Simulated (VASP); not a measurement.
Output of a VASP run:

### OSZICAR
```
       N       E                     dE             d eps       ncg     rms          rms(c)
DAV:   1     0.558734727085E+02    0.55873E+02   -0.47854E+03  3456   0.123E+03
DAV:   2    -0.110505440837E+02   -0.66924E+02   -0.63605E+02  3388   0.254E+02
DAV:   3    -0.136002768041E+02   -0.25497E+01   -0.25016E+01  4100   0.632E+01
DAV:   4    -0.136472718848E+02   -0.46995E-01   -0.46940E-01  4132   0.769E+00
DAV:   5    -0.136487485735E+02   -0.14767E-02   -0.14766E-02  3936   0.135E+00    0.121E+01
DAV:   6    -0.151022558858E+02   -0.14535E+01   -0.24030E+01  3864   0.130E+02    0.146E+01
DAV:   7    -0.122194668373E+02    0.28828E+01   -0.88737E+00  3728   0.809E+01    0.108E+00
DAV:   8    -0.122210121782E+02   -0.15453E-02   -0.40117E-01  4520   0.799E+00    0.111E+00
DAV:   9    -0.122037635530E+02    0.17249E-01   -0.34661E-02  4124   0.448E+00    0.252E-01
DAV:  10    -0.122034012480E+02    0.36231E-03   -0.10393E-03  3840   0.457E-01    0.134E-01
DAV:  11    -0.122032796596E+02    0.12159E-03   -0.28727E-04  4912   0.357E-01    0.556E-02
DAV:  12    -0.122032798627E+02   -0.20310E-06   -0.12742E-05  4940   0.559E-02    0.186E-02
DAV:  13    -0.122032790333E+02    0.82943E-06   -0.12442E-06  2624   0.303E-02
   1 F= -.12203279E+02 E0= -.12202803E+02  d E =-.951165E-03  mag=     0.0000    -0.0000    -0.0000
       N       E                     dE             ncg
```

**OUTCAR**
```
------------------------ aborting loop because EDIFF is reached ----------------------------------------
  FORCE on cell =-STRESS in cart. coord.  units (eV):
  Direction    XX          YY          ZZ          XY          YZ          ZX
  --------------------------------------------------------------------------------------
  Total        0.0256193      0.0256193      0.0256193     -0.0000000     -0.0000000      0.0000000
  in kB        1.8054430      1.8054430      1.8054430     -0.0000000     -0.0000000      0.0000000
  external PRESSURE =       1.8054430 kB  Pullay stress =       0.0000000 kB
  volume of cell :       22.73
      direct lattice vectors                 reciprocal lattice vectors
     2.832900812  0.000000000  0.000000000     0.352995063  0.000000000  0.000000000
     0.000000000  2.832900812  0.000000000     0.000000000  0.352995063  0.000000000
     0.000000000  0.000000000  2.832900812     0.000000000  0.000000000  0.352995063
 POSITION                                       TOTAL-FORCE (eV/Angst)
 -----------------------------------------------------------------------------------
      1.41645      1.41645      1.41645         0.000000      0.000000      0.000000
      0.00000      0.00000      0.00000         0.000000      0.000000      0.000000
 -----------------------------------------------------------------------------------
    total drift:                               -0.000000      0.000000     -0.000000
  FREE ENERGIE OF THE ION-ELECTRON SYSTEM (eV)
  ---------------------------------------------------
  free  energy   TOTEN  =       -12.2032790333 eV

  energy  without entropy=      -12.2023278678  energy(sigma->0) =      -12.20280345

 Ion:    1  E_soc:     -0.0001881

 Ion:    2  E_soc:     -0.0136459
```
(Selected blocks of OUTCAR.)

POSCAR:
```
NiAl
1
    2.8329008118    -0.0000000000    -0.0000000000
   -0.0000000000     2.8329008118    -0.0000000000
   -0.0000000000    -0.0000000000     2.8329008118
Al Ni
1 1
Direct
  0.5000000000   0.5000000000   0.5000000000
  0.0000000000   0.0000000000   0.0000000000
```

Q: Reconstruct the remaining input files.

A: Several could match; the one computed here: the input of the run itself, LDA (Ceperley-Alder, Perdew-Zunger) with spin-orbit coupling, plane waves, VASP's LDA PAW potentials (set 64).

File KPOINTS:
```
kpoints
0
gamma
  12 12 12
```

### KPOINTS_OPT
```
k-points along high-symmetry lines
8
Line-mode
Reciprocal
  0.000000   0.000000   0.000000 ! GAMMA
  0.000000   0.500000   0.000000 ! X

  0.000000   0.500000   0.000000 ! X
  0.500000   0.500000   0.000000 ! M

  0.500000   0.500000   0.000000 ! M
  0.000000   0.000000   0.000000 ! GAMMA

  0.000000   0.000000   0.000000 ! GAMMA
  0.500000   0.500000   0.500000 ! R

  0.500000   0.500000   0.500000 ! R
  0.000000   0.500000   0.000000 ! X

  0.500000   0.500000   0.500000 ! R
  0.500000   0.500000   0.000000 ! M
```

### INCAR
```
LASPH = .TRUE.
LWAVE = .FALSE.
LSORBIT = .TRUE.
LMAXMIX = 4
SYSTEM = NiAl
ISMEAR = 0   ! Gaussian
ENCUT = 400
NELM = 100   ! most electronic steps
ALGO = Normal   ! blocked Davidson
MAGMOM = 0 0 0 0 0 0
SIGMA = 0.05   ! width (eV)
LCHARG = .FALSE.
EDIFF = 1E-6
LREAL = .FALSE.
PREC = Accurate
GGA_COMPAT = .FALSE.
```

POTCAR, in this order: Al Ni (LDA.64 set). Program: vasp_ncl.

The compound is NiAl in the CsCl type structure. It was relaxed first, which changed the volume by -6 %.
